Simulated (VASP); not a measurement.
A run of VASP 6.6.1 is set up as follows.

Contents of INCAR:

```
PREC     = Accurate       # precision mode
ENCUT    = 520            # plane-wave cutoff, eV
EDIFF    = 1E-6           # SCF threshold, eV
ISMEAR   = 1              # smearing method
SIGMA    = 0.1            # smearing width, eV
LREAL    = False          # projectors in reciprocal space
LASPH    = True           # aspherical terms in the spheres
NELM     = 80             # most SCF steps
ALGO     = Normal         # electronic algorithm
ISIF     = 2              # what is computed and relaxed
LWAVE    = False          # write WAVECAR
LCHARG   = False          # write CHGCAR
GGA      = CA             # functional
NBANDS   = 12             # bands
ICORELEVEL= 1
```

KPOINTS

```
Automatic mesh
0
Gamma
  18 18 26
```

The input POSCAR:

```
Cu
1.0
    2.4924085700      0.0000000000      0.0000000000
   -1.2462042800      2.1584891400      0.0000000000
    1.2462042800      0.7194963800      2.0350430700
Cu
1
Direct
    0.0000000000      0.0000000000      0.0000000000
```

Potentials or basis: VASP PAW LDA potentials, release 64 (Cu).

Run with:

```bash
$ cat potpaw_LDA.64/Cu/POTCAR > POTCAR
$ mpirun -np 1 vasp_std > vasp.out
```

(1) What does it give for the pressure?

(2) Estimate the band gap on the k mesh.

## Answers

(1) -0.2 GPa.

(2) none (metal or under the smearing width).
